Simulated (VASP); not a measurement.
Calculation: PBEsol GGA, VASP's PBE PAW potentials (set 64) (plane waves; VASP).

A VASP calculation is set up with these files.

File POSCAR:
```
AlGa3N4
1
    0.0000000000     2.2341550825     2.2341550825
    2.2341550825    -0.0000000000     2.2341550825
    8.9343347297     8.9343347297     0.0022856004
Ga N Al
3 4 1
Direct
  0.0031737050   0.0031737050   0.9976197213
  0.9997238254   0.9997238254   0.2502071310
  0.9972743729   0.9972743729   0.5020442203
  0.2509860358   0.2509860358   0.0617604732
  0.2486479936   0.2486479936   0.3135140048
  0.2439922934   0.2439922934   0.5670057800
  0.2566068128   0.2566068128   0.8075448904
  0.9995949611   0.9995949611   0.7503037792
```

**INCAR**
```
SYSTEM = AlGa3N4
PREC = Accurate; ENCUT = 520; LREAL = .FALSE.
LASPH = .TRUE.
EDIFF = 1E-6; NELM = 100; ALGO = Normal
LMAXMIX = 4
ISMEAR = 0; SIGMA = 0.05
GGA = PS
IBRION = 2; NSW = 60; ISIF = 3
EDIFFG = -0.02
LWAVE = .FALSE.; LCHARG = .FALSE.
```

File KPOINTS:
```
kpoints
0
G
8 8 2
0 0 0
```

POTCAR, in this order: Ga_d N Al (PBE.64 set). Program: vasp_std.

The resulting files:

OUTCAR:
```
 ion  position               nearest neighbor table
   1  0.003  0.003  0.998-   4 1.94   4 1.94   4 1.94   7 1.96   8 3.14   8 3.14   8 3.14
   2  1.000  1.000  0.250-   5 1.94   5 1.94   5 1.94   4 1.94
   3  0.997  0.997  0.502-   6 1.94   6 1.94   6 1.94   5 1.94
   4  0.251  0.251  0.062-   1 1.94   1 1.94   1 1.94   2 1.94
   5  0.249  0.249  0.314-   2 1.94   2 1.94   2 1.94   3 1.94
   6  0.244  0.244  0.567-   8 1.89   3 1.94   3 1.94   3 1.94
   7  0.257  0.257  0.808-   8 1.92   8 1.92   8 1.92   1 1.96
   8  1.000  1.000  0.750-   6 1.89   7 1.92   7 1.92   7 1.92   1 3.14   1 3.14   1 3.14
  LATTYP: Found a trigonal (rhomboedric) cell.
 ALAT       =    10.4752178985
 COS(alpha) =     0.9545116168
 Subroutine PRICEL returns:
 Original cell was already a primitive cell.
 Subroutine GETGRP returns: Found  6 space group operations
The static configuration has the point symmetry C_3v.
The dynamic configuration has the point symmetry C_3v.
 Subroutine INISYM returns: Found  6 space group operations
 Subroutine IBZKPT returns following result:
 Found     20 irreducible k-points:

 Following reciprocal coordinates:
            Coordinates               Weight
  0.000000  0.000000  0.000000      1.000000
  0.125000  0.000000  0.000000      6.000000
  0.250000  0.000000  0.000000      6.000000
  0.375000  0.000000 -0.000000      6.000000
  0.500000  0.000000  0.000000      3.000000
  0.125000  0.125000 -0.000000      6.000000
  0.250000  0.125000 -0.000000      6.000000
  0.375000  0.125000 -0.000000     12.000000
  0.500000  0.125000 -0.000000     12.000000
 -0.375000  0.125000  0.000000     12.000000
 -0.250000  0.125000  0.000000     12.000000
 -0.125000  0.125000  0.000000      6.000000
  0.500000  0.250000 -0.000000      6.000000
 -0.375000  0.250000  0.000000      6.000000
  0.375000  0.375000 -0.000000      6.000000
 -0.375000  0.375000  0.000000      6.000000
  0.000000  0.000000  0.500000      1.000000
...
```

File OSZICAR:
```
       N       E                     dE             d eps       ncg     rms          rms(c)
DAV:   1     0.625364501328E+03    0.62536E+03   -0.29616E+04  1646   0.284E+03
DAV:   2     0.474312015757E+02   -0.57793E+03   -0.55632E+03  1658   0.656E+02
DAV:   3    -0.555010213183E+02   -0.10293E+03   -0.99885E+02  1722   0.202E+02
DAV:   4    -0.624820818199E+02   -0.69811E+01   -0.69202E+01  1992   0.554E+01
DAV:   5    -0.627047418076E+02   -0.22266E+00   -0.22221E+00  1834   0.922E+00    0.150E+01
DAV:   6    -0.548306917858E+02    0.78741E+01   -0.29978E+01  2590   0.622E+01    0.460E+00
DAV:   7    -0.550402175119E+02   -0.20953E+00   -0.39166E+00  1699   0.125E+01    0.384E+00
DAV:   8    -0.549760096218E+02    0.64208E-01   -0.55196E-01  2105   0.109E+01    0.972E-01
DAV:   9    -0.549466834891E+02    0.29326E-01   -0.15578E-01  2568   0.760E+00    0.387E-01
DAV:  10    -0.549480869410E+02   -0.14035E-02   -0.15792E-02  1696   0.114E+00    0.190E-01
DAV:  11    -0.549481106879E+02   -0.23747E-04   -0.18100E-03  2152   0.109E+00    0.322E-02
DAV:  12    -0.549481277100E+02   -0.17022E-04   -0.41151E-04  2343   0.392E-01    0.194E-02
DAV:  13    -0.549481391325E+02   -0.11422E-04   -0.13020E-04  1857   0.928E-02    0.122E-02
DAV:  14    -0.549481410617E+02   -0.19292E-05   -0.62060E-06  1679   0.526E-02    0.869E-03
DAV:  15    -0.549481406875E+02    0.37410E-06   -0.21299E-06  1169   0.366E-02
   1 F= -.54948141E+02 E0= -.54948141E+02  d E =-.549481E+02
       N       E                     dE             d eps       ncg     rms          rms(c)
DAV:   1    -0.549483879689E+02   -0.24691E-03   -0.59198E-02  1805   0.209E+00    0.134E-01
DAV:   2    -0.549483690765E+02    0.18892E-04   -0.41351E-03  1926   0.840E-01    0.596E-02
DAV:   3    -0.549483054688E+02    0.63608E-04   -0.43720E-04  2272   0.231E-01    0.227E-02
DAV:   4    -0.549482967306E+02    0.87382E-05   -0.97199E-05  2233   0.950E-02    0.617E-03
DAV:   5    -0.549482966084E+02    0.12219E-06   -0.15617E-05  2040   0.826E-02    0.393E-03
DAV:   6    -0.549482968496E+02   -0.24117E-06   -0.43725E-06  1514   0.210E-02
   2 F= -.54948297E+02 E0= -.54948297E+02  d E =-.156162E-03
       N       E                     dE             d eps       ncg     rms          rms(c)
DAV:   1    -0.549483083162E+02   -0.11708E-04   -0.19233E-03  1822   0.381E-01    0.245E-02
DAV:   2    -0.549483072187E+02    0.10976E-05   -0.13347E-04  1952   0.155E-01    0.109E-02
DAV:   3    -0.549483049592E+02    0.22595E-05   -0.15675E-05  2006   0.394E-02    0.386E-03
DAV:   4    -0.549483044847E+02    0.47446E-06   -0.23273E-06  1324   0.228E-02
   3 F= -.54948304E+02 E0= -.54948304E+02  d E =-.163797E-03
       N       E                     dE             d eps       ncg     rms          rms(c)
DAV:   1    -0.549483137568E+02   -0.87977E-05   -0.17004E-02  1495   0.770E-01    0.211E-02
DAV:   2    -0.549483553186E+02   -0.41562E-04   -0.54194E-04  2000   0.243E-01    0.124E-02
DAV:   3    -0.549483527932E+02    0.25254E-05   -0.34407E-05  2131   0.687E-02    0.703E-03
DAV:   4    -0.549483517906E+02    0.10026E-05   -0.98880E-06  2246   0.422E-02    0.235E-03
DAV:   5    -0.549483519970E+02   -0.20637E-06   -0.35746E-06  1459   0.226E-02
   4 F= -.54948352E+02 E0= -.54948352E+02  d E =-.475123E-04
```

File OUTCAR:
```
------------------------ aborting loop because EDIFF is reached ----------------------------------------
  FORCE on cell =-STRESS in cart. coord.  units (eV):
  Direction    XX          YY          ZZ          XY          YZ          ZX
  --------------------------------------------------------------------------------------
  Total       -0.0038714     -0.0038714     -0.0038714      0.0044426     -0.0044426     -0.0044426
  in kB       -0.0695982     -0.0695982     -0.0695982      0.0798681     -0.0798681     -0.0798681
  external PRESSURE =      -0.0695982 kB  Pullay stress =       0.0000000 kB
  volume of cell :       89.12
      direct lattice vectors                 reciprocal lattice vectors
    -0.000000000  2.233510772  2.233510772    -0.223876052  0.223849570  0.223876052
     2.233510772 -0.000000000  2.233510772     0.223849570 -0.223876052  0.223876052
     8.932986388  8.932986388  0.001056699     0.055975634  0.055975634 -0.055975634
 POSITION                                       TOTAL-FORCE (eV/Angst)
 -----------------------------------------------------------------------------------
      8.91773      8.91773      0.01631        -0.004557     -0.004557      0.004557
      4.46785      4.46785      4.46619         0.003851      0.003851     -0.003851
      6.71371      6.71371      4.45385         0.003667      0.003667     -0.003667
      1.11113      1.11113      1.12238        -0.000764     -0.000764      0.000764
      3.35742      3.35742      1.10960        -0.001694     -0.001694      0.001694
      5.60993      5.60993      1.09060         0.004800      0.004800     -0.004800
      7.78703      7.78703      1.14702        -0.004622     -0.004622      0.004622
      8.93443      8.93443      4.46664        -0.000681     -0.000681      0.000681
 -----------------------------------------------------------------------------------
    total drift:                                0.000134      0.000134     -0.000127
  FREE ENERGIE OF THE ION-ELECTRON SYSTEM (eV)
  ---------------------------------------------------
  free  energy   TOTEN  =       -54.9483519970 eV

  energy  without entropy=      -54.9483519970  energy(sigma->0) =      -54.94835200

 reached required accuracy - stopping structural energy minimisation
```
(Selected blocks of OUTCAR.)

File CONTCAR:
```
AlGa3N4
   1.00000000000000
    -0.0000000000000010    2.2335107716993265    2.2335107716993283
     2.2335107716993265   -0.0000000000000010    2.2335107716993283
     8.9329863879826146    8.9329863879826146    0.0010566989146563
  Ga              N               Al
     3     4     1
Direct
     0.0034152461343196    0.0034152461343196    0.9974385654492595
     0.9997557656983254    0.9997557656983254    0.2501831757762569
     0.9969315128477336    0.9969315128477336    0.5023013653392011
     0.2512436507654474    0.2512436507654474    0.0615672619759153
     0.2483231824993167    0.2483231824993167    0.3137576131255125
     0.2440107078405304    0.2440107078405304    0.5669919691696030
     0.2565833835210559    0.2565833835210559    0.8075624623592117
     0.9997365506932708    0.9997365506932708    0.7501975870050508
```

### OUTCAR
```
 val. band max:        5.4867484843   @ k =   0.0000   0.0000   0.0000

 cond. band min:       7.6183089618   @ k =   0.0000   0.0000   0.0000


 Fermi energy:         5.7294386800

 k-point     1 :       0.0000    0.0000    0.0000
  band No.  band energies     occupation
      1     -10.4084      2.00000
      2      -9.8494      2.00000
      3      -9.7311      2.00000
      4      -9.0896      2.00000
      5      -7.8461      2.00000
      6      -7.8461      2.00000
      7      -7.7869      2.00000
      8      -7.7869      2.00000
      9      -7.7423      2.00000
     10      -7.7423      2.00000
     11      -7.7113      2.00000
     12      -7.5509      2.00000
     13      -7.5509      2.00000
     14      -7.4876      2.00000
     15      -7.4876      2.00000
     16      -7.4768      2.00000
     17      -7.4620      2.00000
     18      -7.4620      2.00000
     19      -6.4943      2.00000
     20      -1.4955      2.00000
     21       1.3452      2.00000
     22       1.9152      2.00000
     23       4.3087      2.00000
     24       4.3087      2.00000
     25       4.8230      2.00000
     26       4.8230      2.00000
     27       5.0812      2.00000
     28       5.0812      2.00000
     29       5.3786      2.00000
     30       5.4867      2.00000
     31       5.4867      2.00000
     32       7.6183      0.00000
     33       9.8013      0.00000
     34       9.9812      0.00000
     35      10.8867      0.00000
     36      14.1892      0.00000
     37      14.3976      0.00000

 k-point     2 :       0.1250    0.0000    0.0000
  band No.  band energies     occupation
      1     -10.2314      2.00000
      2      -9.8124      2.00000
      3      -9.5823      2.00000
      4      -9.0120      2.00000
      5      -7.8203      2.00000
      6      -7.8133      2.00000
      7      -7.7693      2.00000
      8      -7.7590      2.00000
      9      -7.7364      2.00000
     10      -7.7101      2.00000
     11      -7.6878      2.00000
...
```

The structure was generated: AlGa3N4 was put into an ordered model structure (R3m), which need not be its known phase. This run relaxes it. Symmetry was kept, so distortions that lower it aren't found. The start is the result of an earlier pass.
